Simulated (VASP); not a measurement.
Computed with revTPSS meta-GGA, VASP's PBE PAW potentials (set 64) (plane waves; VASP).

VASP input:

### KPOINTS_OPT
```
k-points along high-symmetry lines
6
Line-mode
Reciprocal
  0.000000   0.000000   0.000000 ! GAMMA
  0.000000   0.500000   0.000000 ! M

  0.000000   0.500000   0.000000 ! M
 -0.333333   0.666667   0.000000 ! K

 -0.333333   0.666667   0.000000 ! K
  0.000000   0.000000   0.000000 ! GAMMA

  0.000000   0.000000   0.000000 ! GAMMA
  0.000000   0.000000   0.500000 ! A

  0.000000   0.000000   0.500000 ! A
  0.000000   0.500000   0.500000 ! L

  0.000000   0.500000   0.500000 ! L
 -0.333333   0.666667   0.500000 ! H

 -0.333333   0.666667   0.500000 ! H
  0.000000   0.000000   0.500000 ! A

  0.000000   0.500000   0.500000 ! L
  0.000000   0.500000   0.000000 ! M

 -0.333333   0.666667   0.500000 ! H
 -0.333333   0.666667   0.000000 ! K
```

INCAR:
```
# general
SYSTEM  = AlN
PREC    = Accurate
ENCUT   = 520
LREAL   = .FALSE.
LASPH   = .TRUE.

# electronic loop
EDIFF   = 1E-7
NELM    = 100
ALGO    = Normal
LMIXTAU = .TRUE.

# smearing
ISMEAR  = -5

# functional
METAGGA = RTPSS

# ions
ISIF    = 2

# output
LWAVE   = .FALSE.
LCHARG  = .FALSE.
LORBIT  = 11
NEDOS   = 601

# other
LEFG    = .TRUE.
```

POSCAR:
```
AlN
1.0
  1.5588126430  -2.6999426913   0.0000000000
  1.5588126430   2.6999426913   0.0000000000
  0.0000000000   0.0000000000   4.9914649148
Al N
2 2
direct
  0.6666670000   0.3333330000   0.5000393354
  0.3333330000   0.6666670000   0.0000393354
  0.6666670000   0.3333330000   0.8819606646
  0.3333330000   0.6666670000   0.3819606646
```

KPOINTS:
```
Automatic mesh
0
G
 9 9 5
```

POTCAR, in this order: Al N (PBE.64 set). Program: vasp_std.

Task: Estimate the energy per atom (σ→0), band gap (over mesh and band path).

Result: 
```
Item                                                 Value
----------------------------------  ----------------------
energy per atom (σ→0)               -864.5 kJ/mol of atoms
band gap (over mesh and band path)                 4.11 eV
```

File OSZICAR:
```
...
DAV:  24    -0.358376581146E+02   -0.29994E-06   -0.30784E-07   856   0.532E-03    0.110E-02
DAV:  25    -0.358376578837E+02    0.23089E-06   -0.32960E-08   432   0.257E-03    0.293E-03
DAV:  26    -0.358376576981E+02    0.18561E-06   -0.20010E-08   432   0.181E-03    0.877E-04
DAV:  27    -0.358376574735E+02    0.22462E-06   -0.53303E-09   432   0.108E-03    0.109E-03
DAV:  28    -0.358376574522E+02    0.21294E-07   -0.28734E-09   432   0.571E-04
   1 F= -.35837657E+02 E0= -.35837657E+02  d E =0.000000E+00
       N       E                     dE             ncg
       N       E                     dE             ncg
```

The compound is AlN in the wurtzite structure. It was relaxed first.
